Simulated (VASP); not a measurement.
MoPt, 2 atoms in the cell. The cell holds a sheet with vacuum, 2 atoms: a = 3.551 Å, b = 3.551 Å, c = 23.800 Å, α = 90.00°, β = 90.00°, γ = 90.00°. The cell was built by a generator and needn't be a form met in nature.

```yaml
Program: VASP 6.6.1
Task: relaxation of the atoms
Functional: PBE
Dispersion: D4
Potentials_or_basis: VASP PAW PBE potentials, release 64 (Mo_sv, Pt)
Cutoff: 520 eV
k_mesh: 8 × 8 × 1
Occupations: gaussian, width 0.05 eV
Spin: no spin polarisation
Dipole_correction: yes
Atoms_held_fixed_from_0: "[0]"
Further_INCAR_settings: ALGO = Normal; EDIFF = 1e-06; IBRION = 2; EDIFFG = -0.01; NSW = 40
```

Potentials or basis: VASP PAW PBE potentials, release 64 (Mo_sv, Pt).

Launch:

```bash
$ cat potpaw_PBE.64/Mo_sv/POTCAR potpaw_PBE.64/Pt/POTCAR > POTCAR
$ mpirun -np 1 vasp_std > vasp.out
```

Hardware: 1 thread of Intel(R) Xeon(R) Platinum 8488C (Sapphire Rapids), with other jobs on the host.

Q: How long does it take, and how much memory?

A: Wall time 2.5 min on 1 thread of Intel(R) Xeon(R) Platinum 8488C (Sapphire Rapids) (shared host), peak memory 0.4 GiB. Counts: scf iterations 22, k points 15, ion steps 1.
